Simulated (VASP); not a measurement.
All values below come from vdW-DF-cx, VASP's PBE PAW potentials (set 64) (plane waves; VASP 6.6.1).

VASP input:

### INCAR
```
# general
SYSTEM    =  TiO2
PREC      =  Accurate
ENCUT     =  520   # plane-wave cut-off (eV)
LREAL     =  .False.
LASPH     =  .True.   # aspherical one-centre terms

# electronic loop
EDIFF     =  1E-6   # SCF stop (eV)
NELM      =  100
ALGO      =  Normal
LMAXMIX   =  4   # l cut-off of mixed one-centre charges

# smearing
ISMEAR    =  0   # Gaussian
SIGMA     =  0.05   # width (eV)

# functional
GGA       =  CX
LUSE_VDW  =  .True.
AGGAC     =  0.0

# ions
IBRION    =  2
NSW       =  60   # most ionic steps
ISIF      =  3   # ions, shape and volume
EDIFFG    =  -0.02

# output
LWAVE     =  .False.
LCHARG    =  .False.
```

**POSCAR**
```
TiO2
1
    4.5947056162     0.0000000000     0.0000000000
    0.0000000000     4.5947056162     0.0000000000
    0.0000000000     0.0000000000     2.9437175501
Ti O
2 4
Direct
  0.0000000000   0.0000000000   0.0000000000
  0.5000000000   0.5000000000   0.5000000000
  0.3042739315   0.3042739315   1.0000000000
  0.8042739315   0.1957260685   0.5000000000
  0.1957260685   0.8042739315   0.5000000000
  0.6957260685   0.6957260685   0.0000000000
```

File KPOINTS:
```
kpoints
0
G
 5 5 7
0 0 0
```

POTCAR, in this order: Ti_sv O (PBE.64 set). Program: vasp_std.

Output of the run:

File OUTCAR:
```
 ion  position               nearest neighbor table
   1  0.000  0.000  0.000-   4 1.95   5 1.95   4 1.95   5 1.95   3 1.98   6 1.98
   2  0.500  0.500  0.500-   3 1.95   6 1.95   3 1.95   6 1.95   5 1.98   4 1.98
   3  0.304  0.304  0.000-   2 1.95   2 1.95   1 1.98
   4  0.804  0.196  0.500-   1 1.95   1 1.95   2 1.98
   5  0.196  0.804  0.500-   1 1.95   1 1.95   2 1.98
   6  0.696  0.696  0.000-   2 1.95   2 1.95   1 1.98
  LATTYP: Found a simple tetragonal cell.
 ALAT       =     4.5947056162
 C/A-ratio  =     0.6406759858
 Subroutine PRICEL returns:
 Original cell was already a primitive cell.
 Subroutine GETGRP returns: Found 16 space group operations
The static configuration has the point symmetry D_2h.
 The point group associated with its full space group is D_4h.
The dynamic configuration has the point symmetry D_2h.
 Subroutine INISYM returns: Found 16 space group operations
 Subroutine IBZKPT returns following result:
 Found     24 irreducible k-points:

 Following reciprocal coordinates:
            Coordinates               Weight
  0.000000  0.000000  0.000000      1.000000
  0.200000  0.000000  0.000000      4.000000
  0.400000  0.000000  0.000000      4.000000
...
```

### OSZICAR
```
       N       E                     dE             d eps       ncg     rms          rms(c)
DAV:   1     0.691907398332E+03    0.69191E+03   -0.25171E+04  1344   0.204E+03
DAV:   2     0.636076359606E+02   -0.62830E+03   -0.60890E+03  1456   0.584E+02
DAV:   3    -0.538636121751E+02   -0.11747E+03   -0.11336E+03  2124   0.216E+02
DAV:   4    -0.590412808545E+02   -0.51777E+01   -0.51722E+01  1752   0.491E+01
DAV:   5    -0.592740213741E+02   -0.23274E+00   -0.23269E+00  1952   0.889E+00    0.325E+01
DAV:   6    -0.428667813518E+02    0.16407E+02   -0.11402E+02  1612   0.104E+02    0.120E+01
DAV:   7    -0.425171872401E+02    0.34959E+00   -0.16361E+01  1680   0.323E+01    0.795E+00
DAV:   8    -0.426185162419E+02   -0.10133E+00   -0.47820E+00  1632   0.203E+01    0.466E+00
DAV:   9    -0.423801165075E+02    0.23840E+00   -0.23134E+00  1668   0.135E+01    0.128E+00
DAV:  10    -0.423841340207E+02   -0.40175E-02   -0.13025E-01  1676   0.293E+00    0.193E-01
DAV:  11    -0.423844547580E+02   -0.32074E-03   -0.73079E-03  1704   0.612E-01    0.935E-02
DAV:  12    -0.423844781827E+02   -0.23425E-04   -0.60851E-04  1748   0.183E-01    0.558E-02
DAV:  13    -0.423844511836E+02    0.26999E-04   -0.10741E-04  1828   0.726E-02    0.102E-02
DAV:  14    -0.423844512755E+02   -0.91823E-07   -0.64280E-06  1404   0.218E-02
   1 F= -.42384451E+02 E0= -.42384451E+02  d E =-.423845E+02
       N       E                     dE             d eps       ncg     rms          rms(c)
DAV:   1    -0.424453480334E+02   -0.60897E-01   -0.22200E+00  1836   0.168E+01    0.234E+00
DAV:   2    -0.423925485337E+02    0.52799E-01   -0.23460E-01  1640   0.473E+00    0.966E-01
DAV:   3    -0.423809972007E+02    0.11551E-01   -0.85940E-02  1544   0.198E+00    0.231E-01
DAV:   4    -0.423813729032E+02   -0.37570E-03   -0.16287E-02  1872   0.643E-01    0.195E-01
DAV:   5    -0.423817723898E+02   -0.39949E-03   -0.79664E-04  1764   0.275E-01    0.119E-01
DAV:   6    -0.423825691004E+02   -0.79671E-03   -0.16194E-03  2216   0.195E-01    0.545E-02
DAV:   7    -0.423826191558E+02   -0.50055E-04   -0.88060E-05  1696   0.613E-02    0.334E-02
DAV:   8    -0.423826335349E+02   -0.14379E-04   -0.43589E-05  1792   0.581E-02    0.393E-03
DAV:   9    -0.423826336557E+02   -0.12084E-06   -0.53514E-06  1600   0.145E-02
   2 F= -.42382634E+02 E0= -.42382634E+02  d E =0.181762E-02
       N       E                     dE             d eps       ncg     rms          rms(c)
DAV:   1    -0.424076905026E+02   -0.25057E-01   -0.75202E-01  1832   0.969E+00    0.136E+00
DAV:   2    -0.423896941795E+02    0.17996E-01   -0.77631E-02  1640   0.269E+00    0.564E-01
DAV:   3    -0.423857413792E+02    0.39528E-02   -0.28405E-02  1480   0.118E+00    0.125E-01
DAV:   4    -0.423859790001E+02   -0.23762E-03   -0.53428E-03  1772   0.353E-01    0.112E-01
DAV:   5    -0.423861051785E+02   -0.12618E-03   -0.25773E-04  1780   0.162E-01    0.679E-02
DAV:   6    -0.423863882671E+02   -0.28309E-03   -0.54973E-04  2232   0.107E-01    0.334E-02
DAV:   7    -0.423864069044E+02   -0.18637E-04   -0.28876E-05  1696   0.419E-02    0.169E-02
DAV:   8    -0.423864140099E+02   -0.71055E-05   -0.12621E-05  1840   0.300E-02    0.215E-03
DAV:   9    -0.423864149887E+02   -0.97873E-06   -0.14416E-06  1156   0.816E-03
   3 F= -.42386415E+02 E0= -.42386415E+02  d E =-.196371E-02
```

OUTCAR:
```
------------------------ aborting loop because EDIFF is reached ----------------------------------------
  FORCE on cell =-STRESS in cart. coord.  units (eV):
  Direction    XX          YY          ZZ          XY          YZ          ZX
  --------------------------------------------------------------------------------------
  Total       -0.0233683     -0.0233683      0.0281066      0.0000000      0.0000000      0.0000000
  in kB       -0.5989055     -0.5989055      0.7203458      0.0000000      0.0000000      0.0000000
  external PRESSURE =      -0.1591551 kB  Pullay stress =       0.0000000 kB
  volume of cell :       62.51
      direct lattice vectors                 reciprocal lattice vectors
     4.602134875 -0.000000000  0.000000000     0.217290459  0.000000000  0.000000000
    -0.000000000  4.602134875  0.000000000     0.000000000  0.217290459  0.000000000
     0.000000000  0.000000000  2.951616371     0.000000000  0.000000000  0.338797416
 POSITION                                       TOTAL-FORCE (eV/Angst)
 -----------------------------------------------------------------------------------
     -0.00000      0.00000      0.00000         0.000000     -0.000000      0.000000
      2.30107      2.30107      1.47581         0.000000     -0.000000      0.000000
      1.39957      1.39957      0.00000         0.000493      0.000493     -0.000000
      3.70064      0.90150      1.47581         0.000493     -0.000493      0.000000
      0.90150      3.70064      1.47581        -0.000493      0.000493     -0.000000
      3.20257      3.20257      0.00000        -0.000493     -0.000493      0.000000
 -----------------------------------------------------------------------------------
    total drift:                                0.000000      0.000000      0.000000
  FREE ENERGIE OF THE ION-ELECTRON SYSTEM (eV)
  ---------------------------------------------------
  free  energy   TOTEN  =       -42.3864149887 eV

  energy  without entropy=      -42.3864149887  energy(sigma->0) =      -42.38641499

 reached required accuracy - stopping structural energy minimisation
```
(Selected blocks of OUTCAR.)

**CONTCAR**
```
TiO2
   1.00000000000000
     4.6021348753620357   -0.0000000000000000    0.0000000000000000
    -0.0000000000000000    4.6021348753620357    0.0000000000000000
     0.0000000000000000    0.0000000000000000    2.9516163714239849
  Ti              O
     2     4
Direct
     0.0000000000000000    0.0000000000000000    0.0000000000000000
     0.5000000000000000    0.5000000000000000    0.5000000000000000
     0.3041128654478024    0.3041128654478024    0.0000000000000000
     0.8041128654478024    0.1958871345521976    0.5000000000000000
     0.1958871345521976    0.8041128654478024    0.5000000000000000
     0.6958871345521976    0.6958871345521976    0.0000000000000000
```

### OUTCAR
```
 val. band max:        4.7163697845   @ k =   0.0000   0.0000   0.0000

 cond. band min:       6.5393112335   @ k =   0.0000   0.0000   0.0000


 Fermi energy:         5.0867079719

 k-point     1 :       0.0000    0.0000    0.0000
  band No.  band energies     occupation
      1     -51.9892      2.00000
      2     -51.9718      2.00000
      3     -28.4282      2.00000
      4     -28.4282      2.00000
      5     -28.2637      2.00000
      6     -28.2637      2.00000
      7     -28.2231      2.00000
      8     -28.1896      2.00000
      9     -13.3964      2.00000
     10     -12.2208      2.00000
     11     -11.4971      2.00000
     12     -11.4971      2.00000
     13      -1.0397      2.00000
     14      -0.6335      2.00000
     15      -0.2470      2.00000
     16       0.9127      2.00000
     17       0.9127      2.00000
     18       2.1361      2.00000
     19       2.1361      2.00000
     20       2.7437      2.00000
     21       4.0214      2.00000
     22       4.2571      2.00000
     23       4.2571      2.00000
     24       4.7164      2.00000
     25       6.5393      0.00000
     26       6.8241      0.00000
     27       7.0870      0.00000
     28       7.1862      0.00000

 k-point     2 :       0.2000    0.0000    0.0000
  band No.  band energies     occupation
      1     -51.9875      2.00000
      2     -51.9734      2.00000
      3     -28.4155      2.00000
      4     -28.4144      2.00000
      5     -28.2791      2.00000
      6     -28.2779      2.00000
      7     -28.2199      2.00000
      8     -28.1928      2.00000
      9     -13.2573      2.00000
     10     -12.2331      2.00000
     11     -11.6284      2.00000
     12     -11.5496      2.00000
     13      -0.7933      2.00000
     14      -0.4783      2.00000
     15       0.0188      2.00000
     16       0.9284      2.00000
     17       0.9390      2.00000
     18       1.9010      2.00000
     19       2.0643      2.00000
     20       2.7656      2.00000
...
```

The compound is TiO2 in the rutile structure. This run relaxes it. Symmetry was kept, so distortions that lower it aren't found. The start is the result of an earlier pass.
